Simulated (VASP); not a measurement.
Here is the system:

```
MnO2
1.0
    4.45757     0.00000     0.00000
    0.00000     4.45757     0.00000
    0.00000     0.00000     2.89736
Mn O
2 4
Direct
  0.00000   0.00000   0.00000
  0.50000   0.50000   0.50000
  0.30493   0.30493   0.00000
  0.80493   0.19507   0.50000
  0.19507   0.80493   0.50000
  0.69507   0.69507   0.00000
```
Starting moments (μB, in the order of the record's atoms Mn Mn O O O O): 2.6 -2.6 0.0 0.0 0.0 0.0.

Level of theory: revPBE GGA, VASP's PBE PAW potentials (set 64) (plane waves; VASP 6.6.1). Run with 520 eV cut-off, Gaussian smearing of 0.050 eV, potentials Mn_pv O.

Task: Predict the cell moment, band gap (along the path) with the smallest direct gap where there is one.

Result: 
- band gap (along the path): none (metal, semimetal or under 0.01 eV)
- cell moment: 0.00 μB

The absolute energy has meaning only against runs of the same code, potentials and settings.

The compound is MnO2 in the rutile structure. It was relaxed first.
